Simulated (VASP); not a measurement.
Set up this calculation in VASP 6.6.1, as the native input.

```
Task                   : relaxation of cell and atoms
Functional             : PBE
Potentials or basis    : VASP PAW PBE potentials, release 64 (Be, Cd, Se)
Cutoff                 : 520 eV
k mesh                 : 3 × 3 × 3
Occupations            : gaussian, width 0.15 eV
Spin                   : no spin polarisation
Further INCAR settings : PREC = Normal; ALGO = Fast; EDIFF = 0.0001; IBRION = 2; EDIFFG = -0.08; NSW = 24; ISIF = 3
```

The structure of Be3CdSe4 lies in POSCAR:

```
Be3CdSe4
1.0
    5.4937314400      0.0000000000      0.0000000000
    0.0000000000      5.4937314400      0.0000000000
    0.0000000000      0.0000000000      5.4937314400
Be Cd Se
3 1 4
Direct
    0.0000000000      0.0000000000      0.5000000000
    0.0000000000      0.5000000000      0.0000000000
    0.5000000000      0.0000000000      0.0000000000
    0.5000000000      0.5000000000      0.5000000000
    0.7563347300      0.7563347300      0.2436652700
    0.7563347300      0.2436652700      0.7563347300
    0.2436652700      0.7563347300      0.7563347300
    0.2436652700      0.2436652700      0.2436652700
```

The cell was built by a generator and needn't be a form met in nature.

The input as run:

INCAR

```
ALGO     = Fast           # electronic algorithm
EDIFF    = 1E-4           # SCF threshold, eV
EDIFFG   = -0.08          # ionic threshold
ENCUT    = 520            # plane-wave cutoff, eV
GGA      = PE             # functional
IBRION   = 2              # ionic algorithm
ISIF     = 3              # what is computed and relaxed
ISMEAR   = 0              # smearing method
LASPH    = T              # aspherical terms in the spheres
LCHARG   = F              # write CHGCAR
LREAL    = F              # projectors in reciprocal space
LWAVE    = F              # write WAVECAR
NELM     = 60             # most SCF steps
NSW      = 24             # ionic steps
PREC     = Normal         # precision mode
SIGMA    = 0.15           # smearing width, eV
```

KPOINTS

```
k-points
0
Gamma
  3 3 3
```

Potentials or basis: VASP PAW PBE potentials, release 64 (Be, Cd, Se).

Command:

```bash
$ cat potpaw_PBE.64/Be/POTCAR potpaw_PBE.64/Cd/POTCAR potpaw_PBE.64/Se/POTCAR > POTCAR
$ mpirun -np 4 vasp_std > vasp.out
```

It gave:

The relaxed volume is 20.12 Å³/atom. The relaxed cell is a = 5.439 Å, b = 5.439 Å, c = 5.439 Å, α = 90.00°, β = 90.00°, γ = 90.00° and the space group after relaxing (to 0.05 Å) is P-43m (No. 215). The energy gained by relaxing is 89.7 meV/atom and the ionic steps are 4. The pressure after relaxing is 0.4 GPa and the largest force after relaxing is 0.079 eV/Å. The band gap on the k mesh is 2.61 eV, direct.

Run time: 7.9 s on 4 MPI ranks on Intel(R) Xeon(R) 6975P-C (Granite Rapids), on a shared host, peak memory 0.13 GiB a rank.
